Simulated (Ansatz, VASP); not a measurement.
# Cross-check of Ti (Titanium) between VASP and Ansatz, part 2 of 2

Wanted: the spread between two codes on one cell, functional and k mesh. The cell is taken from a series of runs on this material, whose earlier steps may have relaxed, scaled, displaced or heated it; both programs get it as it stands.

VASP 6.6.1 and Ansatz 0.2.0.

So far: The structure; VASP: zone-centre phonons, PBEsol.

## Step 3: Ansatz: zone-centre phonons, PBEsol

Level of this step: Ansatz beside VASP: Kohn-Sham DFT, plane waves, PBEsol (Ansatz).

Ansatz runs on its PAW soft_1 files.

The same cell, functional, mesh and smearing now go to Ansatz, which takes its cutoff from its data sets.

File input.yaml:

```yaml
crystal:
  lattice:
    - [2.9275270973, 0.0, 0.0]
    - [-1.4637635486, 2.5353128365, 0.0]
    - [0.0, 0.0, 4.4510781943]
  atoms:
    - { symbol: Ti, position: [0.3333333838, 0.6666666162, 0.25] }
    - { symbol: Ti, position: [0.6666666162, 0.3333333838, 0.75] }
kpoints:
  mp_grid: { grid: [18, 18, 12] }
hamiltonian:
  xc: pbesol
  pseudopotentials: { kind: paw, azcp: { folder: soft_1 }, xc_functional: pbe }
scf:
  occupations: { method: methfessel_paxton, width: 0.2 }
output:
  eigenvalues: true
phonons:
  method: dfpt
```

On the command line:

```
$ ansatz run input.yaml --threads 4 --pin off --max-ram 10240MiB --backend cpu --events-out ev --progress --plain --runs-dir out
```

Numbers of over 12 decimals in the logs are rounded to 6 here.

Log:

```text
zone centre: on kpoints.mp_grid the ground state, and the responses unless they are solved on pairs of k-points, stand on 637 of the mesh's 3888 k-points, reduced under 4 symmetry operations, with k and −k counted as one. Each operation leaves every solved displacement unchanged or reverses it
Engine: ansatz 0.2.0, aarch64-unknown-linux-gnu
Pseudopotentials: kind: paw
Pseudopotential: Ti, paw, valence charge 12, recommended cutoff 420 eV (normal), soft_1/Ti.paw.azcp
Functional definition: PBEsol
  exchange = pbesol_x
  correlation = pbesol_c
Crystal: 2 atoms, lattice volume = 33.037 Å³
Basis set: ecut = 420 eV, 627 PW (Γ), exchange–correlation on 40×40×60 points (8 copies of the dense FFT grid, shifted against one another)
Bands: 16, of which v1, the nominal top of the filled ones, is band 12 counted from 1 (11 counted from 0)
Symmetry: 24 space group operations
k-points: 637 of 3888 (irreducible under 4 space group operations, time reversal used)
Non-local potential: Ti, projectors of the file, l = 0: 3, l = 1: 2, l = 2: 3, l = 3: 1
PAW form: soft (Blöchl's): semilocal exchange-correlation on the pseudo side does not see the compensation charge
PAW frozen core: Ti, regenerated for the run's functional, and the local potential with it (the file was generated under x = pbe(κ = 0.804, μ = 0.219515), c = pbe(β = 0.066725))
PAW one-centre angular grid: Ti, 590 points (default); XC on 64 Gauss nodes
Initial density: superposition of atomic densities (chi_scale 0.1, normalization cell)
Initial wavefunctions: pseudopotential atomic-orbital guess
Functional: x = pbesol(κ = 0.804, μ = 0.123457), c = pbesol(β = 0.046)
SCF iter   1: F=—  HF=-4948.250401 eV  |F-HF|=—  |Δ(HF+E_count)|=         —  Δρ=6.42e-2  dr2=1.39e0  ethr=3.10e-3  ⟨swp⟩=4.4  Hψ=89811  notcnv=0
automatic band count: the SCF goes on with 20 bands, as 16 were too few: they end inside the smearing window of the response
preconditioner: auto → none  [metal: Δε(μ)=0.010 eV  Ē_g=4.777 eV  σ=0.200 eV  W_gap=0.04  n_scr=8 (ndim 8)  ℏωp=18.3 eV  f_vac=0.000  D(μ)=1.52/eV (n_scr^D=22)  sad-step TF]
SCF iter   2: F=—  HF=-4947.937983 eV  |F-HF|=—  |Δ(HF+E_count)|=   3.12e-1  S|Δr|=    0.00e0  Δρ=3.66e-2  dr2=4.74e-1  ethr=3.10e-3  ⟨swp⟩=2.0  Hψ=21473  notcnv=0  defer=842
SCF iter   3: F=—  HF=-4947.783798 eV  |F-HF|=—  |Δ(HF+E_count)|=   1.54e-1  S|Δr|=    0.00e0  Δρ=1.44e-3  dr2=3.40e-4  ethr=1.98e-3  ⟨swp⟩=2.8  Hψ=22009  notcnv=0  defer=842
SCF iter   4: F=—  HF=-4947.783852 eV  |F-HF|=—  |Δ(HF+E_count)|=   5.33e-5  S|Δr|=    0.00e0  Δρ=9.74e-5  dr2=1.54e-6  ethr=1.42e-6  ⟨swp⟩=2.4  Hψ=22559  notcnv=0  defer=804
SCF iter   5: F=—  HF=-4947.783860 eV  |F-HF|=—  |Δ(HF+E_count)|=   8.19e-6  S|Δr|=    0.00e0  Δρ=5.54e-5  dr2=7.95e-7  ethr=6.42e-9  ⟨swp⟩=2.0  Hψ=20896  notcnv=0  defer=804
SCF iter   6: F=—  HF=-4947.783860 eV  |F-HF|=—  |Δ(HF+E_count)|=   2.60e-7  S|Δr|=    0.00e0  Δρ=7.03e-6  dr2=8.42e-9  ethr=3.31e-9  ⟨swp⟩=3.0  Hψ=20766  notcnv=0  defer=804
SCF iter   7: F=—  HF=-4947.783860 eV  |F-HF|=—  |Δ(HF+E_count)|=   3.78e-9  S|Δr|=    0.00e0  Δρ=8.62e-7  dr2=1.86e-10  ethr=3.51e-11  ⟨swp⟩=3.0  Hψ=20328  notcnv=0  defer=804
SCF iter   8: F=-4947.783860 eV  HF=-4947.783860 eV  |F-HF|=2.73e-12  |Δ(HF+E_count)|=  8.00e-11  S|Δr|=    0.00e0  Δρ=5.35e-8  dr2=5.25e-13  ethr=1.00e-12  ⟨swp⟩=8.9  Hψ=50428  notcnv=0
SCF 1 converged in 8 iterations: F = -4947.783860 eV  dr2 = 5.25e-13
  greatest PAW one-centre occupation: 0.999 electrons in one spin orbital (limit 2), on the Ti atom at site 1 (counted from 0), in its partial waves of l = 0
DFPT response loops at Γ: preconditioner auto → Kerker (q_TF=auto, 2.587 Å⁻¹) (partly filled bands, converged f_vac=0.000); β = 1.00, the filter's whole step (`scf.mixing.beta` (0.50) is not read by the response loops under this deck's `scf.mixing.preconditioner`; to damp them name `kerker` or `kerker_dos`, under which they read `scf.mixing.beta`, and type it under 1.00, their step now; both keys bind the ground state too); Broyden in place of MSR1
SCF converged after 8 iterations
Stability not checked: this state was not tested for a lower state beside it, because cold or Methfessel-Paxton smearing, or corrected tetrahedra, fill the levels in a way that the test cannot read (fill_not_monotonic; see scf.lower_state_search)
Free energy (F): -4947.783860 eV
Harris-Foulkes:  -4947.783860 eV  (|F-HF|=2.73e-12)
Internal energy: -4947.788655 eV  (E = F + TS)
E sigma→0 (E₀):  -4947.785059 eV
Entropy (-TS):   0.004796 eV (2.398 meV/atom)
Fermi energy:    13.989891 eV
--- Per-component energies (eV) ---
  E_band       = -297.633655
  E_kinetic    = 564.290802
  E_local      = -1693.662303  (includes V_loc(G=0)·N_el)
  E_nonlocal   = 123.978458
  E_hartree    = 673.247635
  E_xc         = -231.102577
  E_vxc        = -290.774797  (∫ρ·V_xc dr)
  E_paw        = -2034.924622  (= ΣΔE_a)
  E_vpaw       = -347.960953  (= ΣTr[D̂ρ^β])
  E_aug_tail   = -0.000161  (compensation charges beyond the density's cutoff)
  E_ewald      = -2349.894657
  E_core_change = 0.278769  (= ΣΔE_core)
  E_smearing   = 0.004796  (= −TS)
  E_closure    = -0.000000  (closes the sum)
  Σ components = -4947.783860   (vs F -4947.783860, Δ=0.00e0)
--- Band table (eV; the first three rows and the last of 637) ---
  k-point 0: bands = [... 8 lower, 7.6754, 11.1555, 14.7078, 14.7078, 15.1663, 15.2875, 15.3269, 15.3269, ... 4 higher]
  k-point 1: bands = [... 8 lower, 7.7407, 11.1412, 14.6534, 14.6534, 15.1273, 15.1513, 15.2802, 15.2802, ... 4 higher]
  k-point 2: bands = [... 8 lower, 7.9337, 11.0817, 14.5516, 14.5516, 14.8184, 15.0143, 15.1558, 15.1558, ... 4 higher]
  k-point 636: bands = [... 8 lower, 11.8674, 11.8674, 13.3884, 13.3884, 13.8506, 13.8506, 15.5929, 15.5929, ... 4 higher]
--- Phonons (Γ-DFPT): 2 representative perturbations + reference, on 637 of 3888 k-points (Σ response iterations 6) ---
  k mesh reduced under 4 symmetry operations, with k and −k counted as one. Each operation leaves every solved displacement unchanged or reverses it
  ASR residual: 1.541e-5 → 0.000e0 eV/Å²; symmetrization residual: 4.808e-10 eV/Å²
  ASR residual per site (eV/Å²): 1.54e-5 1.54e-5
  Γ frequencies (cm⁻¹): 0.00 0.00 0.00 131.43 131.43 234.25
  non-analytic LO–TO correction: not included (Born effective charges unavailable; polar crystals: no LO–TO splitting at Γ)
```

## Step 4: Differences

Known differences besides the potentials themselves: the cutoff is 420 eV in Ansatz and 500 eV in VASP; Ansatz makes its cores anew for this functional, VASP keeps those of its PBE data sets. Total energies have different zeros and are not compared.

Compared:

```
                  quantity  Ansatz   VASP  difference
optical mode 1 to 2 (cm⁻¹)   131.4  132.1     -0.54 %
     optical mode 3 (cm⁻¹)   234.2  235.9     -0.69 %
```

Modes are paired by rising frequency, not by their patterns, so a pair may set unlike modes beside each other; they are those without the splitting of longitudinal modes.

## Step 5: Summary of results

| Quantity | Value |
| --- | --- |
| r.m.s. difference of the optical zone-centre modes, each program's sorted by frequency (zone-centre phonons, PBEsol) | 1.1 cm⁻¹ |
| difference in optical mode 3 (zone-centre phonons, PBEsol) | -0.7 % |

What this shows: The r.m.s. difference of the optical zone-centre modes, each program's sorted by frequency is 1.1 cm⁻¹ (zone-centre phonons, PBEsol). Among the rows given in per cent, the largest difference of the zone-centre phonons, PBEsol pair is in optical mode 3, -0.7 %. How closely two codes agree says nothing of how well the functional describes the real material.

[Lines on the potential files, build, host, timing and source positions are cut from VASP's logs without a mark.]

[Logs are printed without paths, hosts, clocks, repeated set-up lines and the standing remarks that a program may print on its own settings, such as how far it seeks lower states.]

[Hosts, paths, dates, database ids (printed as entryN), source tags and the programs' standing remarks are cut or masked in the printed files.]
